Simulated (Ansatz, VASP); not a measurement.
**HfGe (wurtzite type (invented)): VASP beside Ansatz**

Aim: how closely do two programs agree when they are given the same cell, functional and k mesh? The cell is generated by rule, not measured, and may not be a known phase. Of the first pair: The cell is taken from a series of runs on this material, whose earlier steps may have relaxed, scaled, displaced or heated it; both programs get it as it stands.

Program: Ansatz 0.2.0. Level of theory: plane waves, with VASP 6.6.1 beside it; relaxation of cell and atoms at PBEsol. Results are calculated unless marked as measured.

### Step 1. The starting structure

It takes space group P6_3/mmc (No. 194, hexagonal). The conventional cell has a = 4.580 Å, b = 4.580 Å, c = 5.280 Å, α = 90.00°, β = 90.00°, γ = 120.00°. Nearest to Hf lie 5 Ge at 2.64 Å. Nearest to Ge lie 5 Hf at 2.64 Å. Farther neighbours are not listed.

### Step 2. VASP: relaxation of cell and atoms, PBEsol, pair 1

The relaxed volume is the usual yardstick between codes: in a stiff, nearly cubic crystal its relative difference is about their pressure difference at one cell divided by the bulk modulus.

Lines of VASP's logs that name or quote its potential files are left out, and so is its time.

The input, INCAR:

```
SYSTEM = HfGe
PREC = Accurate
ENCUT = 500
EDIFF = 1E-07
NELM = 120
ISMEAR = 0
SIGMA = 0.1
LREAL = .FALSE.
ALGO = Normal
GGA = PS
NBANDS = 30
LASPH = .TRUE.
LORBIT = 11
LWAVE = .FALSE.
LCHARG = .FALSE.
ISIF = 3
IBRION = 2
NSW = 80
EDIFFG = -0.005
GGA_COMPAT = .FALSE.
NELMIN = 4
KPAR = 2
```

The input, POSCAR:

```
HfGe
1.0
    4.5796020000      0.0000000000      0.0000000000
   -2.2898010000      3.9660510000      0.0000000000
    0.0000000000      0.0000000000      5.2801040000
Hf Ge
2 2
Direct
    0.3333333333      0.6666666667      0.9374999053
    0.6666666667      0.3333333333      0.4375000947
    0.3333333333      0.6666666667      0.4375000947
    0.6666666667      0.3333333333      0.9375000947
```

The input, KPOINTS:

```
Automatic mesh
0
Gamma
12 12 8
0 0 0
```

Potentials, in the order of the species: Hf_pv and Ge_d (PBE family, release 64).

The run is started by

```bash
$ mpirun -np 2 vasp_std
```

Numbers of over 12 decimals in the logs are rounded to 6 here.

Log:

```text
[banner, memory and clock lines left out]
running    2 mpi-ranks, on    1 nodes
 distrk:  each k-point on    1 cores,    2 groups
 distr:  one band on    1 cores,    1 groups

 POSCAR found type information on POSCAR HfGe
 POSCAR found :  2 types and       4 ions
|                                                                             |
|               ----> ADVICE to this user running VASP <----                  |
|                                                                             |
|     You enforced a specific xc type in the INCAR file but a different       |
|     [... a line on the potential file left out ...]
|     I HOPE YOU KNOW WHAT YOU ARE DOING!                                     |
|                                                                             |

 LDA part: xc-table for (Slater+PW92), standard interpolation
 POSCAR, INCAR and KPOINTS ok, starting setup
 FFT: planning ... GRIDC
 FFT: planning ... GRID_SOFT
 FFT: planning ... GRID
 WAVECAR not read
 entering main loop
       N       E                     dE             d eps       ncg     rms          rms(c)
DAV:   1     0.416916931208E+03    0.41692E+03   -0.24215E+04  6788   0.330E+03
DAV:   2     0.316610866521E+02   -0.38526E+03   -0.37134E+03  5738   0.763E+02
DAV:   3    -0.307450110458E+02   -0.62406E+02   -0.60646E+02  6670   0.179E+02
DAV:   4    -0.340595481614E+02   -0.33145E+01   -0.32869E+01  7032   0.442E+01
DAV:   5    -0.341613734772E+02   -0.10183E+00   -0.10173E+00  7000   0.833E+00    0.612E+01
DAV:   6    -0.320372710725E+02    0.21241E+01   -0.50488E+00  7902   0.129E+01    0.369E+01
DAV:   7    -0.318665182946E+02    0.17075E+00   -0.26727E+00  6544   0.925E+00    0.606E+00
DAV:   8    -0.317907853734E+02    0.75733E-01   -0.58224E-01  7326   0.425E+00    0.155E+00
DAV:   9    -0.317889949576E+02    0.17904E-02   -0.31447E-02  7300   0.212E+00    0.185E-01
DAV:  10    -0.317890561288E+02   -0.61171E-04   -0.23024E-03  7228   0.473E-01    0.223E-01
DAV:  11    -0.317890069599E+02    0.49169E-04   -0.68210E-04  7562   0.258E-01    0.887E-02
DAV:  12    -0.317890005085E+02    0.64514E-05   -0.51007E-05  7918   0.412E-02    0.518E-03
DAV:  13    -0.317890013145E+02   -0.80592E-06   -0.36233E-06  6916   0.112E-02    0.124E-02
DAV:  14    -0.317890013398E+02   -0.25286E-07   -0.49121E-07  5572   0.402E-03
   1 F= -.31789001E+02 E0= -.31787392E+02  d E =-.317890E+02
[...]
2 F= -.31788759E+02 E0= -.31787156E+02  d E =0.242751E-03
[...]
3 F= -.31789476E+02 E0= -.31787870E+02  d E =-.474813E-03
[...]
4 F= -.31789476E+02 E0= -.31787870E+02  d E =-.474532E-03
 curvature:  -0.22 expect dE=-0.421E-05 dE for cont linesearch -0.174E-06
 ZBRENT: accuracy reached
 trial: gam=-0.01031 g(F)=  0.469E-41 g(S)=  0.189E-04 ort = 0.406E-04 (trialstep = 0.888E+00)
 search vector abs. value=  0.183E-04
 bond charge predicted
       N       E                     dE             d eps       ncg     rms          rms(c)
DAV:   1    -0.317896018587E+02   -0.12591E-03   -0.24962E-03  6266   0.418E-01    0.856E-02
DAV:   2    -0.317895142496E+02    0.87609E-04   -0.16059E-04  7468   0.145E-01    0.406E-02
DAV:   3    -0.317894807198E+02    0.33530E-04   -0.53597E-05  7452   0.612E-02    0.960E-03
DAV:   4    -0.317894801897E+02    0.53007E-06   -0.10163E-05  6770   0.205E-02    0.944E-03
DAV:   5    -0.317894802259E+02   -0.36200E-07   -0.86880E-07  6760   0.741E-03
   5 F= -.31789480E+02 E0= -.31787875E+02  d E =-.435443E-05
 trial-energy change:   -0.000004  1 .order   -0.000004   -0.000016    0.000008
 step:   0.6040(harm=  0.6040)  dis= 0.00000  next Energy=   -31.789481 (dE=-0.558E-05)
 reached required accuracy - stopping structural energy minimisation
```

From OUTCAR (step 2):

```text
ion  position               nearest neighbor table
   1  0.333  0.667  0.937-   3 2.64   3 2.64   4 2.64   4 2.64   4 2.64   2 3.74   2 3.74   2 3.74
                             2 3.74   2 3.74   2 3.74
   2  0.667  0.333  0.438-   4 2.64   4 2.64   3 2.64   3 2.64   3 2.64   1 3.74   1 3.74   1 3.74
                             1 3.74   1 3.74   1 3.74
   3  0.333  0.667  0.438-   1 2.64   1 2.64   2 2.64   2 2.64   2 2.64
   4  0.667  0.333  0.938-   2 2.64   2 2.64   1 2.64   1 2.64   1 2.64

  LATTYP: Found a hexagonal cell.
 ALAT       =     4.5796020000
 C/A-ratio  =     1.1529613272

 Subroutine GETGRP returns: Found 24 space group operations
 (whereof  6 operations were pure point group operations)

The static configuration has the point symmetry C_3v.
 The point group associated with its full space group is D_6h.

 Found     95 irreducible k-points:

   k-points           NKPTS =     95   k-points in BZ     NKDIM =     95   number of bands    NBANDS=     30

   dimension x,y,z NGX =    36 NGY =   36 NGZ =   40
   dimension x,y,z NGXF=    72 NGYF=   72 NGZF=   80

   ENCUT  =  500.0 eV  36.75 Ry    6.06 a.u.   8.35  8.35  9.63*2*pi/ulx,y,z

   NELECT =      48.0000    total number of electrons

 k-points in reciprocal lattice and weights: Automatic mesh
   0.00000000  0.00000000  0.00000000       0.001
   0.08333333  0.00000000  0.00000000       0.005
   0.16666667  0.00000000  0.00000000       0.005
   0.25000000 -0.00000000  0.00000000       0.005
   0.33333333 -0.00000000  0.00000000       0.005
   0.41666667  0.00000000  0.00000000       0.005
   0.50000000 -0.00000000  0.00000000       0.003
   0.08333333  0.08333333  0.00000000       0.005
   0.16666667  0.08333333  0.00000000       0.010
[...]
0.33333333  0.25000000  0.50000000       0.010
   0.33333333  0.33333333  0.50000000       0.002

 average (electrostatic) potential at core
       1 -38.4796       2 -38.4796       3 -73.9186       4 -73.9186

 E-fermi :   3.7455

 k-point     1 :       0.0000    0.0000    0.0000
  band No.  band energies     occupation
    ...
     19       1.6935      2.00000
     20       1.8447      2.00000
     21       1.8447      2.00000
     22       2.1437      2.00000
     23       2.1437      2.00000
     24       4.1792      0.00000
     25       4.1792      0.00000
     26       5.1939      0.00000
     27       6.6042      0.00000
     28       6.6043      0.00000
    ...

 k-point     2 :       0.0833    0.0000    0.0000
  band No.  band energies     occupation
    ...
     19       1.7031      2.00000
     20       1.7396      2.00000
     21       1.8540      2.00000
     22       2.0595      2.00000
     23       2.2464      2.00000
     24       4.0385      0.00003
     25       4.1260      0.00000
     26       5.3363      0.00000
     27       6.6457      0.00000
     28       6.6774      0.00000
    ...

 k-point     3 :       0.1667    0.0000    0.0000
  band No.  band energies     occupation
    ...
     20       1.7357      2.00000
     21       1.9110      2.00000
     22       1.9251      2.00000
     23       2.5163      2.00000
     24       3.7062      1.42163
     25       3.9942      0.00044
     26       5.6275      0.00000
     27       6.7489      0.00000
     28       6.8633      0.00000
     29       6.9333      0.00000
    ...

  Total        0.0143824      0.0143824     -0.0020356     -0.0000000     -0.0000000      0.0000000
  in kB        0.2412231      0.2412230     -0.0341418     -0.0000000     -0.0000000      0.0000000
  external PRESSURE =       0.1494347 kB  Pullay stress =       0.0000000 kB

  energy-cutoff  :      500.00
  volume of cell :       95.53
      direct lattice vectors                 reciprocal lattice vectors
     4.574192019 -0.000000000  0.000000000     0.218617845  0.126219093  0.000000000
    -2.287096010  3.961365822  0.000000000     0.000000000  0.252438185  0.000000000
    -0.000000000 -0.000000000  5.271864945    -0.000000000 -0.000000000  0.189686195

 POSITION                                       TOTAL-FORCE (eV/Angst)
 -----------------------------------------------------------------------------------
     -0.00000      2.64091      4.94237        -0.000000      0.000000      0.000000
      2.28710      1.32046      2.30644         0.000000     -0.000000     -0.000000
     -0.00000      2.64091      2.30644         0.000000      0.000000     -0.000000
      2.28710      1.32046      4.94237        -0.000000     -0.000000      0.000000
 -----------------------------------------------------------------------------------
    total drift:                               -0.000000      0.000000     -0.001192

  FREE ENERGIE OF THE ION-ELECTRON SYSTEM (eV)
  ---------------------------------------------------
  free  energy   TOTEN  =       -31.7894802259 eV

  energy  without entropy=      -31.7862701157  energy(sigma->0) =      -31.78787517

 reached required accuracy - stopping structural energy minimisation

 total charge
# of ion       s       p       d       tot
------------------------------------------
    1        0.314   6.386   1.587   8.287
    2        0.314   6.386   1.587   8.287
    3        1.151   1.463   9.996  12.611
    4        1.151   1.463   9.996  12.611
--------------------------------------------------
tot          2.931  15.699  23.166  41.795

[... 3 further parts left out ...]
```

Harder data sets than Hf_pv exist (the GW ones), and pressures, volumes and forces can shift noticeably with them. The run keeps the 24 symmetry operations of its start, so it cannot find a distortion of lower symmetry.

### Step 3. Ansatz: relaxation of cell and atoms, PBEsol, pair 1

Ansatz runs on its default PAW (the set named soft_2) files.

The same cell, functional, mesh and smearing now go to Ansatz, which takes its cutoff from its data sets.

The input, input.yaml:

```yaml
crystal:
  lattice:
    - [4.5796019423, 2.717e-07, 0.0]
    - [-2.2898012064, 3.9660514854, 0.0]
    - [0.0, 0.0, 5.2801040636]
  atoms:
    - { symbol: Hf, position: [0.3333333333, 0.6666666667, -0.0625001354] }
    - { symbol: Hf, position: [0.6666666667, 0.3333333333, 0.4374998646] }
    - { symbol: Ge, position: [0.3333333333, 0.6666666667, 0.4375001354] }
    - { symbol: Ge, position: [0.6666666667, 0.3333333333, 0.9375001354] }
kpoints:
  mp_grid: { grid: [12, 12, 8] }
hamiltonian:
  xc: pbesol
scf:
  occupations: { method: gaussian, width: 0.1 }
output:
  forces: true
  stress: true
  eigenvalues: true
relax:
  adjacent_minimum: "off"
  f_tol: 0.005
  max_steps: 80
  cell: { stress_tol: 0.05 }
```

The run is started by

```bash
$ ansatz run input.yaml --threads 2 --pin off --max-ram 5120MiB --backend cpu --events-out ev --progress --plain --runs-dir out
```

Log:

```text
Warning: the atoms were moved onto the symmetric positions of the space group found under crystal.symmetry.tolerance 1.0e-5 (fractional; no operation is sought that the atoms, as they stand in a round, miss by more than twice it, and no atom is moved by as much as it), and the run uses the moved positions. Before a round's move an operation carried an atom to 1.43e-6 Å from where it should land, the largest such dist [...]
Engine: ansatz 0.2.0, aarch64-unknown-linux-gnu
Pseudopotentials: kind: paw
Pseudopotential: Hf, paw, valence charge 26, recommended cutoff 420 eV (normal), Hf.paw.azcp
Pseudopotential: Ge, paw, valence charge 14, recommended cutoff 420 eV (normal), Ge.paw.azcp
Functional definition: PBEsol
  exchange = pbesol_x
  correlation = pbesol_c
Crystal: 4 atoms, lattice volume = 95.902 Å³
Basis set: ecut = 420 eV, 1883 PW (Γ), exchange–correlation on 64×64×72 points (8 copies of the dense FFT grid, shifted against one another)
Bands: 48, of which v1, the nominal top of the filled ones, is band 40 counted from 1 (39 counted from 0)
Symmetry: 24 space group operations
Space group: P63/mmc (ITA 194), of the structure as read, at distance tolerance 4.6e-5 Å
k-points: 95 of 1152
Non-local potential: Hf, projectors of the file, l = 0: 3, l = 1: 2, l = 2: 2, l = 3: 3
Non-local potential: Ge, projectors of the file, l = 0: 2, l = 1: 2, l = 2: 3, l = 3: 1
PAW form: soft (Blöchl's): semilocal exchange-correlation on the pseudo side does not see the compensation charge
PAW frozen core: Hf, regenerated for the run's functional, and the local potential with it (the file was generated under x = pbe(κ = 0.804, μ = 0.219515), c = pbe(β = 0.066725))
PAW frozen core: Ge, regenerated for the run's functional, and the local potential with it (the file was generated under x = pbe(κ = 0.804, μ = 0.219515), c = pbe(β = 0.066725))
PAW one-centre angular grid: Hf, 590 points (default); XC on 64 Gauss nodes
PAW one-centre angular grid: Ge, 590 points (default); XC on 64 Gauss nodes
Initial density: superposition of atomic densities (neutral atoms: chi_scale 0, normalization atom), corrected by the library's trained network
Initial wavefunctions: pseudopotential atomic-orbital guess
Functional: x = pbesol(κ = 0.804, μ = 0.123457), c = pbesol(β = 0.046)
SCF iter   1: F=—  HF=-39703.945952 eV  |F-HF|=—  |Δ(HF+E_count)|=         —  Δρ=4.25e-3  dr2=1.97e-2  ethr=1.77e-3  ⟨swp⟩=5.5  Hψ=14037  notcnv=0
[...]
Initial wavefunctions: those handed on with the density
iter 1 solved again at ethr=1.16e-7 eV; its pass at ethr=3.10e-3 eV (dr2=9.27e-5 eV) is discarded
SCF iter   1: F=—  HF=-39703.939292 eV  |F-HF|=—  |Δ(HF+E_count)|=         —  Δρ=2.85e-4  dr2=1.15e-4  ethr=1.16e-7  ⟨swp⟩=2.5  Hψ=18388  notcnv=0
preconditioner: auto → Kerker (q_TF=auto, 2.648 Å⁻¹)  [metal: Δε(μ)=0.042 eV  Ē_g=19.018 eV  σ=0.100 eV  W_gap=0.23  n_scr=22 (ndim 8)  ℏωp=33.1 eV  f_vac=0.108  D(μ)=0.65/eV (n_scr^D=0)]
SCF iter   2: F=—  HF=-39703.939274 eV  |F-HF|=—  |Δ(HF+E_count)|=   1.82e-5  Δρ=1.76e-4  dr2=4.75e-5  ethr=1.16e-7  ⟨swp⟩=1.4  Hψ=4622  notcnv=0
SCF iter   3: F=—  HF=-39703.939255 eV  |F-HF|=—  |Δ(HF+E_count)|=   1.85e-5  Δρ=3.69e-5  dr2=2.51e-6  ethr=5.94e-8  ⟨swp⟩=2.0  Hψ=5318  notcnv=0
SCF iter   4: F=—  HF=-39703.939254 eV  |F-HF|=—  |Δ(HF+E_count)|=   9.75e-7  Δρ=2.22e-5  dr2=1.19e-6  ethr=3.14e-9  ⟨swp⟩=2.0  Hψ=7590  notcnv=0
SCF iter   5: F=—  HF=-39703.939254 eV  |F-HF|=—  |Δ(HF+E_count)|=   2.51e-7  Δρ=1.03e-5  dr2=2.28e-7  ethr=1.48e-9  ⟨swp⟩=2.1  Hψ=6373  notcnv=0
SCF iter   6: F=-39703.939254 eV  HF=-39703.939254 eV  |F-HF|=1.31e-7  |Δ(HF+E_count)|=   2.33e-8  Δρ=6.16e-6  dr2=4.27e-8  ethr=2.72e-10  ⟨swp⟩=4.0  Hψ=15838  notcnv=0
SCF 2 converged in 6 iterations: F = -39703.939254 eV  dr2 = 4.27e-8
relax step   2: F+E_penalty+E_count = -39703.93925390 eV  Δ(F+E_penalty+E_count) = -6.111e-5 eV  max|allowed force component| = 1.226e-16 eV/Å  Δτ_max = 0.0000 Å  P = +0.083 GPa  Ω = 95.769 Å³  energy of the carried Pulay correction = +2.485e-5 eV  (6 SCF iters, dr2 threshold 2.18e-7 eV, accepted)
[...]
relax step   3: F+E_penalty+E_count = -39703.93929154 eV  Δ(F+E_penalty+E_count) = -3.764e-5 eV  max|allowed force component| = 1.110e-16 eV/Å  Δτ_max = 0.0000 Å  P = -0.001 GPa  Ω = 95.839 Å³  energy of the carried Pulay correction = +1.183e-5 eV  (5 SCF iters, dr2 threshold 1.33e-7 eV, accepted)
[...]
relax step   4: F+E_penalty+E_count = -39703.93928117 eV  Δ(F+E_penalty+E_count) = +1.038e-5 eV  max|allowed force component| = 1.480e-16 eV/Å  Δτ_max = 0.0000 Å  P = -0.001 GPa  Ω = 95.839 Å³  stress off target by 1.33e-3 GPa  SCF on the basis re-selected at this cell (its energy is not comparable with the rows above)  (6 SCF iters)
basis re-selected at this cell: Δ(F+E_penalty+E_count) = +1.038e-5 eV, ΔP = -0.000 GPa vs the last step (what re-selecting the basis moved, of the pressure what is left beyond the Pulay correction that the steps carried, after the strain that the cell walked since its last selection, with what the two solves' SCF thresholds leave and, on support functions, any second-order correction that the steps lacked; it is no m [...]
SCF converged after 6 iterations
Free energy (F): -39703.939281 eV
Harris-Foulkes:  -39703.939281 eV  (|F-HF|=7.28e-12)
Internal energy: -39703.936057 eV  (E = F + TS)
E sigma→0 (E₀):  -39703.937669 eV
Entropy (-TS):   -0.003224 eV (-0.806 meV/atom)
Fermi energy:    12.416401 eV
--- Per-component energies (eV) ---
  E_band       = -485.478377
  E_kinetic    = 1070.494647
  E_local      = -17421.143618  (includes V_loc(G=0)·N_el)
  E_nonlocal   = -1637.608777
  E_hartree    = 7972.892668
  E_xc         = -745.186912
  E_vxc        = -661.245809  (∫ρ·V_xc dr)
  E_paw        = -17569.850225  (= ΣΔE_a)
  E_vpaw       = 2218.239691  (= ΣTr[D̂ρ^β])
  E_aug_tail   = 0.000514  (compensation charges beyond the density's cutoff)
  E_ewald      = -11377.872411
  E_core_change = 4.338056  (= ΣΔE_core)
  E_smearing   = -0.003224  (= −TS)
  E_closure    = -0.000000  (closes the sum)
  Σ components = -39703.939281   (vs F -39703.939281, Δ=0.00e0)
--- Forces (eV/Å), atoms counted from 1 ---
  atom   1  Hf     0.00000000    -0.00000000     0.00000000
  atom   2  Hf     0.00000000     0.00000000    -0.00000000
  atom   3  Ge    -0.00000000    -0.00000000     0.00000000
  atom   4  Ge     0.00000000     0.00000000    -0.00000000
  max |Σ_I F_I| component: 1.85e-17 eV/Å
--- Stress (GPa, compression-positive) ---
       -0.000179       0.000000       0.000000
        0.000000      -0.000179      -0.000000
        0.000000      -0.000000      -0.001327
  P = ⅓ Tr σ = -0.0006 GPa (-0.006 kbar)
--- Band table (eV; the first three rows and the last of 95) ---
  k-point 0: bands = [... 36 lower, 10.5155, 10.8233, 10.8233, 12.8448, 12.8448, 13.8529, 15.2630, 15.2630, ... 4 higher]
  k-point 1: bands = [... 36 lower, 10.4701, 10.7131, 10.7131, 13.0717, 13.0717, 13.2918, 14.9750, 15.3671, ... 4 higher]
  k-point 2: bands = [... 36 lower, 10.3672, 10.5004, 10.5004, 12.0457, 13.6221, 13.6221, 15.0383, 15.5569, ... 4 higher]
  k-point 94: bands = [... 36 lower, 10.3164, 10.3164, 11.3743, 11.3743, 13.2785, 13.2785, 15.3105, 15.3105, ... 4 higher]
--- Relaxed structure (3 steps of the walk, 3 accepted, 1 SCFs on fresh bases) ---
  F+E_penalty+E_count = -39703.93928117 eV   max|allowed force component| = 1.480e-16 eV/Å   (the final SCF, on the basis selected at the relaxed cell)
  cell:  # Å, volume = 95.8392 Å³
    - [4.580285, 2.717121981655798e-7, 0.0]
    - [-2.290143, 3.966643, 0.0]
    - [0.0, 0.0, 5.275059]
  atoms:
    - { symbol: Hf, position: [0.333333, 0.666667, -0.062500] }
    - { symbol: Hf, position: [0.666667, 0.333333, 0.4375] }
    - { symbol: Ge, position: [0.333333, 0.666667, 0.4375] }
    - { symbol: Ge, position: [0.666667, 0.333333, 0.937500] }
```

### Step 4. Comparison

Known differences besides the potentials themselves: the data sets hold 80 valence electrons in Ansatz (on its default PAW (the set named soft_2) files) and 48 in VASP; the cutoff is 420 eV in Ansatz and 500 eV in VASP; Ansatz makes its cores anew for this functional, VASP keeps those of its PBE data sets; Ansatz adds a Pulay correction to the stress that steers its cell, VASP none. Total energies have different zeros and are not compared.

The two programs side by side:

```
                                         quantity  Ansatz   VASP  difference
                                      volume (Å³)   95.84  95.53     +0.33 %
edge a after relaxation, in the typed setting (Å)   4.580  4.574     +0.13 %
edge c after relaxation, in the typed setting (Å)   5.275  5.272     +0.06 %
```

[end of part 1 of 2]

[Lines on the potential files, build, host, timing and source positions are cut from VASP's logs without a mark.]

[Logs are printed without paths, hosts, clocks, repeated set-up lines and the standing remarks that a program may print on its own settings, such as how far it seeks lower states.]

[Hosts, paths, dates, database ids (printed as entryN), source tags and the programs' standing remarks are cut or masked in the printed files.]
